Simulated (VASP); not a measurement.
Calculation: PBE GGA, VASP's PBE PAW potentials (set 64) (plane waves; VASP).

The input files of a VASP run:

KPOINTS:
```
Automatic mesh
0
Gamma
8 8 8
0 0 0
```

File POSCAR:
```
SrO
1
    0.0000000000     2.6316000000     2.6316000000
    2.6316000000     0.0000000000     2.6316000000
    2.6316000000     2.6316000000     0.0000000000
Sr O
1 1
Direct
  0.0000000000   0.0000000000   0.0000000000
  0.5000000000   0.5000000000   0.5000000000
```

### INCAR
```
SYSTEM = SrO
PREC = Accurate
ENCUT = 520
EDIFF = 1E-6
NELM = 100
ALGO = Normal
LREAL = .FALSE.
LASPH = .TRUE.
ISMEAR = 0
SIGMA = 0.05
GGA = PE
LMAXMIX = 4
LWAVE = .FALSE.
LCHARG = .FALSE.
ISIF = 2
```

POTCAR, in this order: Sr_sv O (PBE.64 set). Program: vasp_std.

The run wrote:

**OSZICAR**
```
       N       E                     dE             d eps       ncg     rms          rms(c)
DAV:   1     0.772904017914E+02    0.77290E+02   -0.85451E+03   696   0.129E+03
DAV:   2    -0.106313098420E+02   -0.87922E+02   -0.80343E+02   976   0.245E+02
DAV:   3    -0.141472923691E+02   -0.35160E+01   -0.34898E+01   900   0.482E+01
DAV:   4    -0.142440388562E+02   -0.96746E-01   -0.96699E-01   976   0.729E+00
DAV:   5    -0.142464129479E+02   -0.23741E-02   -0.23740E-02   912   0.804E-01    0.148E+01
DAV:   6    -0.121799389058E+02    0.20665E+01   -0.10828E+01   812   0.238E+01    0.179E+01
DAV:   7    -0.120526090597E+02    0.12733E+00   -0.69462E-01   900   0.709E+00    0.101E+01
DAV:   8    -0.120442638607E+02    0.83452E-02   -0.13838E-01   736   0.418E+00    0.785E-01
DAV:   9    -0.120450431905E+02   -0.77933E-03   -0.12496E-02   968   0.945E-01    0.226E-01
DAV:  10    -0.120457390051E+02   -0.69581E-03   -0.11162E-03   732   0.336E-01    0.767E-02
DAV:  11    -0.120458835470E+02   -0.14454E-03   -0.21634E-04   816   0.128E-01    0.508E-02
DAV:  12    -0.120458982782E+02   -0.14731E-04   -0.24402E-05   780   0.495E-02    0.282E-02
DAV:  13    -0.120458975154E+02    0.76279E-06   -0.33523E-06   848   0.224E-02
   1 F= -.12045898E+02 E0= -.12045898E+02  d E =-.428475E-24
```

### OUTCAR
```
------------------------ aborting loop because EDIFF is reached ----------------------------------------
  FORCE on cell =-STRESS in cart. coord.  units (eV):
  Direction    XX          YY          ZZ          XY          YZ          ZX
  --------------------------------------------------------------------------------------
  Total       -0.5927242     -0.5927242     -0.5927242      0.0000000      0.0000000      0.0000000
  in kB      -26.0539538    -26.0539538    -26.0539538      0.0000000      0.0000000      0.0000000
  external PRESSURE =     -26.0539538 kB  Pullay stress =       0.0000000 kB
  volume of cell :       36.45
      direct lattice vectors                 reciprocal lattice vectors
     0.000000000  2.631600000  2.631600000    -0.189998480  0.189998480  0.189998480
     2.631600000  0.000000000  2.631600000     0.189998480 -0.189998480  0.189998480
     2.631600000  2.631600000  0.000000000     0.189998480  0.189998480 -0.189998480
  FREE ENERGIE OF THE ION-ELECTRON SYSTEM (eV)
  ---------------------------------------------------
  free  energy   TOTEN  =       -12.0458975154 eV

  energy  without entropy=      -12.0458975154  energy(sigma->0) =      -12.04589752
```
(Selected blocks of OUTCAR.)

File OUTCAR:
```
 val. band max:        1.3469366495   @ k =   0.0000   0.0000   0.0000

 cond. band min:       4.6404282587   @ k =   0.5000   0.5000   0.0000


 Fermi energy:         1.6911804534

 k-point     1 :       0.0000    0.0000    0.0000
  band No.  band energies     occupation
      1     -31.2975      2.00000
      2     -13.6552      2.00000
      3     -12.9993      2.00000
      4     -12.9993      2.00000
      5     -12.9993      2.00000
      6       1.3469      2.00000
      7       1.3469      2.00000
      8       1.3469      2.00000
      9       4.8504      0.00000
     10       7.3972      0.00000
     11       7.3972      0.00000
     12       7.3972      0.00000

 k-point     2 :       0.1250    0.0000    0.0000
  band No.  band energies     occupation
      1     -31.2829      2.00000
      2     -14.0428      2.00000
      3     -13.0097      2.00000
      4     -13.0097      2.00000
      5     -12.6494      2.00000
      6       0.9114      2.00000
      7       1.1739      2.00000
      8       1.1739      2.00000
      9       5.5245      0.00000
     10       7.2512      0.00000
     11       7.6792      0.00000
     12       7.6792      0.00000

 k-point     3 :       0.2500    0.0000    0.0000
  band No.  band energies     occupation
      1     -31.2475      2.00000
      2     -14.5718      2.00000
      3     -13.0345      2.00000
      4     -13.0345      2.00000
      5     -12.2115      2.00000
      6       0.1355      2.00000
      7       0.7974      2.00000
      8       0.7974      2.00000
      9       6.9364      0.00000
     10       7.2275      0.00000
     11       8.4411      0.00000
     12       8.4411      0.00000

 k-point     4 :       0.3750    0.0000    0.0000
  band No.  band energies     occupation
      1     -31.2116      2.00000
      2     -14.9519      2.00000
      3     -13.0589      2.00000
      4     -13.0589      2.00000
      5     -11.9226      2.00000
      6      -0.4697      2.00000
...
```

The compound is SrO in the rock salt structure. The cell was not relaxed at this level.
